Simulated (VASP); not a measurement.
Data:

```
Al2Au
1.0
    0.00000     3.00000     3.00000
    3.00000     0.00000     3.00000
    3.00000     3.00000     0.00000
Al Au
2 1
Direct
  0.25000   0.25000   0.25000
  0.75000   0.75000   0.75000
  0.00000   0.00000   0.00000
```

All values below come from r2SCAN meta-GGA, VASP's PBE PAW potentials (set 64) (plane waves; VASP). Settings: 520 eV cut-off, 10×10×10 Γ-centred mesh, tetrahedra with Blöchl corrections, potentials Al Au.

Unless said otherwise, spin-orbit coupling is left out, though it shifts the bands of the heavy elements here.

Problem. Tabulate the total density of states (states/eV per cell) against energy (eV; zero at the valence-band maximum or, without a gap, the Fermi level).

Solution. 
```
E (eV) | DOS (states/eV)
    -9.89 | # 0.38
    -9.66 | # 0.45
    -9.43 | # 0.51
    -9.20 | ## 0.61
    -8.96 | ## 0.78
    -8.73 | ### 0.91
    -8.50 | ## 0.85
    -8.27 | ## 0.84
    -8.04 | ## 0.79
    -7.81 | ## 0.81
    -7.58 | ## 0.86
    -7.35 | ########## 3.53
    -7.12 | ########### 3.84
    -6.89 | ## 0.83
    -6.66 | ########################### 9.55
    -6.54 | ############################## 10.6
    -6.31 | ########## 3.65
    -6.08 | ############ 4.27
    -5.85 | ###################### 7.97
    -5.62 | ######### 3.16
    -5.39 | # 0.20
    -5.16 | # 0.53
    -4.93 | ## 0.87
    -4.70 | #### 1.27
    -4.47 | ### 1.18
    -4.24 | ## 0.70
    -4.01 | # 0.52
    -3.78 | # 0.51
    -3.55 | ## 0.70
    -3.32 | ## 0.83
    -3.08 | ## 0.86
    -2.85 | ## 0.83
    -2.62 | ## 0.80
    -2.39 | ## 0.78
    -2.16 | ### 0.93
    -1.93 | #### 1.37
    -1.70 | ### 1.22
    -1.47 | ### 1.17
    -1.24 | ### 1.16
    -1.01 | ### 1.11
    -0.78 | ### 1.06
    -0.55 | ### 1.02
    -0.32 | ### 1.03
    -0.09 | ### 0.96
     0.14 | ### 0.89
     0.26 | ## 0.84
     0.49 | ## 0.61
     0.72 | # 0.49
     0.95 | # 0.41
     1.18 | # 0.34
     1.41 | # 0.29
     1.64 | # 0.24
     1.87 | # 0.40
     2.10 | ## 0.59
     2.33 | ## 0.80
     2.56 | ### 1.02
     2.79 | #### 1.29
     3.02 | ##### 1.76
     3.26 | ###### 2.27
     3.49 | #### 1.47
```
Within 2 eV below the Fermi level the largest weight inside VASP's projection spheres is Au p, then Al p.

The compound is AuAl2 in the fluorite structure. The cell was not relaxed at this level. The electron count is odd and the run is not spin-polarised, which forces a metal.
